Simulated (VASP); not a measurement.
# Gd (Gadolinium): structure and properties in VASP, part 4 of 11

What structure does Gd (Gadolinium) take at this level, and what are its properties? The start is a cell from a database of measured crystal structures.

VASP 6.6.1, plane waves and PAW; the level of theory is named at each step.

Still holding for the runs below: The k-mesh is coarse for a metal.

So far, moment of the cell, from the last line of the log (μB): step 2 (magnetic order: ferromagnetic) 15.7.

## Step 5: Magnetic order: antiferromagnetic, q = (1/2, 1/2, 1/2)

Level of this step: PBEsol, DFT+U (Gd f 5 eV), spin-polarised from an antiferromagnetic start; plane waves and PAW (Gd) (VASP).

Next, a pattern with opposite moments, which needs a doubled cell; q is given in the reciprocal vectors of the primitive cell.

INCAR reads:

```
SYSTEM = Gd
PREC = Accurate
ENCUT = 450
EDIFF = 1E-06
NELM = 150
ISMEAR = 1
SIGMA = 0.2
LREAL = .FALSE.
ALGO = Normal
GGA = PS
NBANDS = 46
ISPIN = 2
MAGMOM = 7 -7 7 -7
LDAU = .TRUE.
LDAUTYPE = 2
LDAUL = 3
LDAUU = 5
LDAUJ = 0
LDAUPRINT = 1
LASPH = .TRUE.
LMAXMIX = 6
AMIX = 0.2
BMIX = 1E-04
AMIX_MAG = 0.8
BMIX_MAG = 1E-04
LORBIT = 11
LWAVE = .FALSE.
LCHARG = .FALSE.
KPAR = 4
ISIF = 2
```

POSCAR reads:

```
Gd
1.0
    7.2720000000      0.0000000000      0.0000000000
    1.8180000000      3.1488683682      0.0000000000
    3.6360000000      0.0000000000      5.7826000000
Gd
4
Direct
    0.7083333333      0.6666666667      0.2500000000
    0.2083333333      0.6666666667      0.2500000000
    0.7916666667      0.3333333333      0.7500000000
    0.2916666667      0.3333333333      0.7500000000
```

KPOINTS reads:

```
Automatic mesh
0
Gamma
7 7 7
0 0 0
```

The projector-augmented-wave data sets are Gd (PBE family, release 64).

Command:

```console
$ mpirun -np 4 vasp_std
```

Output:

```text
[... set-up lines as in an earlier step ...]
 entering main loop
       N       E                     dE             d eps       ncg     rms          rms(c)
DAV:   1     0.850524175810E+03    0.85052E+03   -0.18035E+04 22556   0.660E+03
DAV:   2     0.326558973775E+03   -0.52397E+03   -0.46292E+03 28800   0.843E+02
DAV:   3     0.507889103617E+02   -0.27577E+03   -0.26994E+03 31384   0.503E+02
DAV:   4    -0.853710765576E+01   -0.59326E+02   -0.58430E+02 35316   0.217E+02
DAV:   5    -0.200389092888E+02   -0.11502E+02   -0.11364E+02 36398   0.110E+02    0.271E+02
DAV:   6    -0.420164014156E+02   -0.21977E+02   -0.35049E+01 32560   0.113E+02    0.216E+02
DAV:   7    -0.448198112135E+02   -0.28034E+01   -0.24631E+01 36576   0.491E+01    0.112E+02
DAV:   8    -0.454374266400E+02   -0.61762E+00   -0.12722E+01 34328   0.343E+01    0.329E+01
DAV:   9    -0.465439124055E+02   -0.11065E+01   -0.54079E+00 35616   0.262E+01    0.394E+01
DAV:  10    -0.467513805203E+02   -0.20747E+00   -0.20419E+00 36552   0.104E+01    0.352E+01
DAV:  11    -0.468175592368E+02   -0.66179E-01   -0.64503E-01 35216   0.776E+00    0.556E+01
DAV:  12    -0.468527896082E+02   -0.35230E-01   -0.29746E-01 36666   0.485E+00    0.136E+01
DAV:  13    -0.468617745196E+02   -0.89849E-02   -0.10454E-01 35464   0.307E+00    0.890E+00
DAV:  14    -0.468649146209E+02   -0.31401E-02   -0.45251E-02 36688   0.218E+00    0.807E+00
DAV:  15    -0.468665014644E+02   -0.15868E-02   -0.17080E-02 35824   0.990E-01    0.728E+00
DAV:  16    -0.468669369896E+02   -0.43553E-03   -0.97303E-03 36600   0.107E+00    0.854E-01
DAV:  17    -0.468674914576E+02   -0.55447E-03   -0.48088E-03 36080   0.565E-01    0.374E+00
DAV:  18    -0.468676385242E+02   -0.14707E-03   -0.27755E-03 36720   0.496E-01    0.881E-01
DAV:  19    -0.468677667358E+02   -0.12821E-03   -0.13147E-03 36120   0.274E-01    0.845E-01
DAV:  20    -0.468678408239E+02   -0.74088E-04   -0.79290E-04 36720   0.237E-01    0.271E-01
DAV:  21    -0.468678845578E+02   -0.43734E-04   -0.45495E-04 36304   0.157E-01    0.147E-01
DAV:  22    -0.468679135558E+02   -0.28998E-04   -0.28885E-04 36464   0.131E-01    0.225E-01
DAV:  23    -0.468679307019E+02   -0.17146E-04   -0.17567E-04 36088   0.949E-02    0.188E-01
DAV:  24    -0.468679414995E+02   -0.10798E-04   -0.11506E-04 34688   0.781E-02    0.269E-02
DAV:  25    -0.468679485437E+02   -0.70442E-05   -0.71539E-05 30632   0.583E-02    0.310E-03
DAV:  26    -0.468679533047E+02   -0.47610E-05   -0.47436E-05 27048   0.499E-02    0.512E-03
DAV:  27    -0.468679562799E+02   -0.29752E-05   -0.29801E-05 20736   0.391E-02    0.772E-03
DAV:  28    -0.468679582885E+02   -0.20087E-05   -0.20230E-05 18784   0.357E-02    0.322E-03
DAV:  29    -0.468679596888E+02   -0.14002E-05   -0.13542E-05 17744   0.293E-02    0.892E-03
DAV:  30    -0.468679606157E+02   -0.92696E-06   -0.92663E-06 17416   0.265E-02
   1 F= -.46867961E+02 E0= -.46864551E+02  d E =-.102282E-01  mag=     0.0000
```

Wall time 15 min (4 MPI ranks of Intel Xeon Platinum 8259CL at 2.50GHz (Skylake/Cascade Lake), shared host); peak memory 3.1 GiB; 49 min of CPU time.

From OUTCAR (step 5):

```text
   k-points           NKPTS =    100   k-points in BZ     NKDIM =    100   number of bands    NBANDS=     46

   ENCUT  =  450.0 eV  33.07 Ry    5.75 a.u.  12.58  6.29 11.81*2*pi/ulx,y,z

   NELECT =      72.0000    total number of electrons

atom =   1  type =  1  l = 3

 onsite density matrix

spin component  1

  0.9895  0.0000  0.0000 -0.0001 -0.0000 -0.0000 -0.0000
  0.0000  0.9896 -0.0000 -0.0001 -0.0000 -0.0000 -0.0000
  0.0000 -0.0000  0.9892 -0.0000 -0.0000 -0.0000 -0.0000
 -0.0001 -0.0001 -0.0000  0.9894  0.0000  0.0000  0.0000
 -0.0000 -0.0000 -0.0000  0.0000  0.9893 -0.0000 -0.0000
 -0.0000 -0.0000 -0.0000  0.0000 -0.0000  0.9895 -0.0000
 -0.0000 -0.0000 -0.0000  0.0000 -0.0000 -0.0000  0.9893

spin component  2

  0.0028 -0.0001 -0.0001  0.0003  0.0001  0.0000  0.0000
 -0.0001  0.0016 -0.0001  0.0003  0.0001  0.0001 -0.0001
 -0.0001 -0.0001  0.0007  0.0001 -0.0000  0.0000 -0.0000
  0.0003  0.0003  0.0001  0.0026 -0.0001 -0.0001 -0.0000
  0.0001  0.0001 -0.0000 -0.0001  0.0007 -0.0001 -0.0000
  0.0000  0.0001  0.0000 -0.0001 -0.0001  0.0017 -0.0001
  0.0000 -0.0001 -0.0000 -0.0000 -0.0000 -0.0001  0.0006

 occupancies and eigenvectors

  o =  0.0006  v =  0.0000  0.0000  0.0000  0.0000  0.0000  0.0000  0.0000  0.0000  0.0426  0.1657 -0.0000  0.0957  0.0737  0.9778      0.0000  0.0000  0.0000  0.0000  0.0000  0.0000  0.0000  0.0000  0.0000  0.0000  0.0000  0.0000  0.0000  0.0000
  o =  0.0007  v =  0.0000  0.0000  0.0000  0.0000  0.0000  0.0000  0.0000 -0.0805 -0.1462 -0.4880  0.1115  0.8453  0.0844 -0.0000      0.0000  0.0000  0.0000  0.0000  0.0000  0.0000  0.0000  0.0000  0.0000  0.0000  0.0000  0.0000  0.0000  0.0000
  o =  0.0007  v =  0.0000  0.0000  0.0000  0.0000  0.0000  0.0000  0.0000 -0.0000 -0.0029 -0.8498  0.0000 -0.4906 -0.0050  0.1926      0.0000  0.0000  0.0000  0.0000  0.0000  0.0000  0.0000  0.0000  0.0000  0.0000  0.0000  0.0000  0.0000  0.0000
  o =  0.0015  v =  0.0000  0.0000  0.0000  0.0000  0.0000  0.0000  0.0000  0.1164  0.8110 -0.1008 -0.2624  0.1745 -0.4682 -0.0000      0.0000  0.0000  0.0000  0.0000  0.0000  0.0000  0.0000  0.0000  0.0000  0.0000  0.0000  0.0000  0.0000  0.0000
  o =  0.0018  v =  0.0000  0.0000  0.0000  0.0000  0.0000  0.0000  0.0000  0.0000  0.4982 -0.0191 -0.0000 -0.0110  0.8629 -0.0824      0.0000  0.0000  0.0000  0.0000  0.0000  0.0000  0.0000  0.0000  0.0000  0.0000  0.0000  0.0000  0.0000  0.0000
  o =  0.0025  v =  0.0000  0.0000  0.0000  0.0000  0.0000  0.0000  0.0000  0.5708 -0.2610 -0.0409 -0.7594  0.0708  0.1507  0.0000      0.0000  0.0000  0.0000  0.0000  0.0000  0.0000  0.0000  0.0000  0.0000  0.0000  0.0000  0.0000  0.0000  0.0000
  o =  0.0031  v =  0.0000  0.0000  0.0000  0.0000  0.0000  0.0000  0.0000 -0.8088 -0.0529  0.0052 -0.5848 -0.0091  0.0305  0.0000      0.0000  0.0000  0.0000  0.0000  0.0000  0.0000  0.0000  0.0000  0.0000  0.0000  0.0000  0.0000  0.0000  0.0000
  o =  0.9892  v =  0.0000 -0.0431 -0.7384  0.0000 -0.4263 -0.0746 -0.5155  0.0000  0.0000  0.0000  0.0000  0.0000  0.0000  0.0000      0.0000  0.0000  0.0000  0.0000  0.0000  0.0000  0.0000  0.0000  0.0000  0.0000  0.0000  0.0000  0.0000  0.0000
  o =  0.9893  v =  0.0163 -0.0109 -0.4961 -0.1223  0.8593  0.0063 -0.0000  0.0000  0.0000  0.0000  0.0000  0.0000  0.0000  0.0000      0.0000  0.0000  0.0000  0.0000  0.0000  0.0000  0.0000  0.0000  0.0000  0.0000  0.0000  0.0000  0.0000  0.0000
  o =  0.9893  v =  0.0000 -0.0321 -0.4430 -0.0000 -0.2558 -0.0557  0.8568  0.0000  0.0000  0.0000  0.0000  0.0000  0.0000  0.0000      0.0000  0.0000  0.0000  0.0000  0.0000  0.0000  0.0000  0.0000  0.0000  0.0000  0.0000  0.0000  0.0000  0.0000
  o =  0.9894  v =  0.4391  0.1876 -0.0511  0.8659  0.0885 -0.1083 -0.0000  0.0000  0.0000  0.0000  0.0000  0.0000  0.0000  0.0000      0.0000  0.0000  0.0000  0.0000  0.0000  0.0000  0.0000  0.0000  0.0000  0.0000  0.0000  0.0000  0.0000  0.0000
[...]
o =  0.0031  v = -0.8088 -0.0529  0.0052 -0.5848 -0.0091  0.0305  0.0000  0.0000  0.0000  0.0000  0.0000  0.0000  0.0000  0.0000      0.0000  0.0000  0.0000  0.0000  0.0000  0.0000  0.0000  0.0000  0.0000  0.0000  0.0000  0.0000  0.0000  0.0000
  o =  0.9892  v =  0.0000  0.0000  0.0000  0.0000  0.0000  0.0000  0.0000  0.0000 -0.0431 -0.7384  0.0000 -0.4263 -0.0746 -0.5155      0.0000  0.0000  0.0000  0.0000  0.0000  0.0000  0.0000  0.0000  0.0000  0.0000  0.0000  0.0000  0.0000  0.0000
  o =  0.9893  v =  0.0000  0.0000  0.0000  0.0000  0.0000  0.0000  0.0000  0.0163 -0.0109 -0.4961 -0.1223  0.8593  0.0063 -0.0000      0.0000  0.0000  0.0000  0.0000  0.0000  0.0000  0.0000  0.0000  0.0000  0.0000  0.0000  0.0000  0.0000  0.0000
  o =  0.9893  v =  0.0000  0.0000  0.0000  0.0000  0.0000  0.0000  0.0000  0.0000 -0.0321 -0.4430 -0.0000 -0.2558 -0.0557  0.8568      0.0000  0.0000  0.0000  0.0000  0.0000  0.0000  0.0000  0.0000  0.0000  0.0000  0.0000  0.0000  0.0000  0.0000
  o =  0.9894  v =  0.0000  0.0000  0.0000  0.0000  0.0000  0.0000  0.0000  0.4391  0.1876 -0.0511  0.8659  0.0885 -0.1083 -0.0000      0.0000  0.0000  0.0000  0.0000  0.0000  0.0000  0.0000  0.0000  0.0000  0.0000  0.0000  0.0000  0.0000  0.0000
  o =  0.9895  v =  0.0000  0.0000  0.0000  0.0000  0.0000  0.0000  0.0000  0.0000  0.4971 -0.0926  0.0000 -0.0535  0.8610  0.0107      0.0000  0.0000  0.0000  0.0000  0.0000  0.0000  0.0000  0.0000  0.0000  0.0000  0.0000  0.0000  0.0000  0.0000
  o =  0.9895  v =  0.0000  0.0000  0.0000  0.0000  0.0000  0.0000  0.0000 -0.7642  0.5195 -0.0244  0.2317  0.0422 -0.3000  0.0000      0.0000  0.0000  0.0000  0.0000  0.0000  0.0000  0.0000  0.0000  0.0000  0.0000  0.0000  0.0000  0.0000  0.0000
  o =  0.9896  v =  0.0000  0.0000  0.0000  0.0000  0.0000  0.0000  0.0000 -0.4721 -0.6669 -0.0252  0.4261  0.0437  0.3850  0.0000      0.0000  0.0000  0.0000  0.0000  0.0000  0.0000  0.0000  0.0000  0.0000  0.0000  0.0000  0.0000  0.0000  0.0000

atom =   3  type =  1  l = 3

 onsite density matrix

spin component  1

spin component  2

 occupancies and eigenvectors

atom =   4  type =  1  l = 3

 onsite density matrix

spin component  1

spin component  2

 occupancies and eigenvectors

 E-fermi :   2.8674

 spin component 1
 k-point     1 :       0.0000    0.0000    0.0000
  band No.  band energies     occupation
    ...
     32       0.7297      1.00000
     33       1.0488      1.00000
     34       1.0568      1.00000
     35       2.7562      0.89920
     36       2.8237      0.68009
     37       4.1391     -0.00000
     38       4.5245     -0.00000
     39       4.5294     -0.00000
     40       4.6160     -0.00000
     41       4.7159     -0.00000
    ...

 k-point     2 :       0.1429    0.0000    0.0000
  band No.  band energies     occupation
    ...
     31      -1.7015      1.00000
     32       0.8129      1.00000
     33       0.9659      1.00000
     34       1.2012      1.00000
     35       2.6874      1.01140
     36       2.8979      0.37245
     37       3.9307     -0.00000
     38       4.2512     -0.00000
     39       4.4933     -0.00000
     40       4.5301     -0.00000
    ...

  Total       -1.2165473     -1.5751661     -2.2224882     -0.3105730      0.1629936     -0.2823127
  in kB      -14.7200077    -19.0592325    -26.8917164     -3.7578788      1.9721942     -3.4159340
  external PRESSURE =     -20.2236522 kB  Pullay stress =       0.0000000 kB

 POSITION                                       TOTAL-FORCE (eV/Angst)
 -----------------------------------------------------------------------------------
      7.27200      2.09925      1.44565        -0.013963      0.008062     -0.063614
      3.63600      2.09925      1.44565        -0.013963      0.008062     -0.063614
      9.09000      1.04962      4.33695         0.013963     -0.008062      0.063614
      5.45400      1.04962      4.33695         0.013963     -0.008062      0.063614
 -----------------------------------------------------------------------------------
    total drift:                                0.000000      0.000000      0.000000

  FREE ENERGIE OF THE ION-ELECTRON SYSTEM (eV)
  ---------------------------------------------------
  free  energy   TOTEN  =       -46.8679606157 eV

  energy  without entropy=      -46.8577324020  energy(sigma->0) =      -46.86455121

 magnetization (x)
# of ion       s       p       d       f       tot
--------------------------------------------------
    1        0.010  -0.068   0.201   6.910   7.053
    2       -0.010   0.068  -0.201  -6.910  -7.053
    3        0.010  -0.068   0.201   6.910   7.053
    4       -0.010   0.068  -0.201  -6.910  -7.053
--------------------------------------------------
tot          0.000   0.000   0.000  -0.000  -0.000

[... 15 further parts left out ...]
```

At this level the cell is under a tension of 2.0 GPa, so at these settings it is away from equilibrium.

Numbers from this step:

```yaml
irreducible_k_points: 100
symmetry_operations: 4
free_energy_toten: -46.87 eV
energy_at_zero_smearing: -46.86 eV
fermi_energy: 2.867 eV
pressure: -2.022 GPa
```

Spin moment in the PAW sphere by atom:

```
atom  spin moment in the PAW sphere (μB)
 Gd1                                7.05
 Gd2                               -7.05
 Gd3                                7.05
 Gd4                               -7.05
```

Force by atom:

```
atom  x (eV/Å)  y (eV/Å)  z (eV/Å)    size
 Gd1   -0.0140    0.0081   -0.0636  0.0656
 Gd2   -0.0140    0.0081   -0.0636  0.0656
 Gd3    0.0140   -0.0081    0.0636  0.0656
 Gd4    0.0140   -0.0081    0.0636  0.0656
```

The energy lies +49.2 meV an atom from the first pattern. The run ends antiferromagnetic with a largest moment of 7.05 μB, and the mesh shows no gap.

(Part 4 of 11 ends here.)

[Lines on the potential files, build, host, timing and source positions are cut from VASP's logs without a mark.]

[Logs are printed without paths, hosts, clocks, repeated set-up lines and the standing remarks that a program may print on its own settings, such as how far it seeks lower states.]

[Hosts, paths, dates, database ids (printed as entryN), source tags and the programs' standing remarks are cut or masked in the printed files.]

[A measured line is paired with the nearest computed mode of its activity, which favours agreement.]
